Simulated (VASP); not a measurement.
```
CELL_PARAMETERS angstrom
      0.00000     3.16000     3.16000
      3.16000     0.00000     3.16000
      3.16000     3.16000     0.00000
ATOMIC_POSITIONS crystal
  Sn 0.00000 0.00000 0.00000
  Te 0.50000 0.50000 0.50000
```

All values below come from PBE GGA, VASP's PBE PAW potentials (set 64) (plane waves; VASP 6.6.1). Settings: 480 eV cut-off, 7×7×7 Γ-centred mesh, Gaussian smearing of 0.050 eV, potentials Sn_d Te.

Energy and stress use the plane-wave basis of the starting cell.

Question: The ions, cell shape and volume are relaxed. Which structure does the run end with?

Answer: 
```
CELL_PARAMETERS angstrom
      0.00000     3.20361     3.20361
      3.20361     0.00000     3.20361
      3.20361     3.20361     0.00000
ATOMIC_POSITIONS crystal
  Sn 0.00000 0.00000 0.00000
  Te 0.50000 0.50000 0.50000
```
Space group Fm-3m (225), at a tolerance of 0.03 Å.

Question: How do energy and volume change from the first to the last step?

Answer: The energy (σ→0) changes by -7.1 meV/atom and the volume by +4.2 %, in 3 ionic steps.

```tsv
step	E(σ→0) (eV)	max force (eV/Å)	pressure (GPa)	volume (Å³)
1	-7.5543	0.000	1.75	63.11
2	-7.5678	0.000	-0.33	66.32
3	-7.5684	0.000	-0.02	65.76
```

The compound is SnTe in the rock salt structure, which distorts at low temperature. This run relaxes it. Symmetry was kept, so distortions that lower it aren't found.
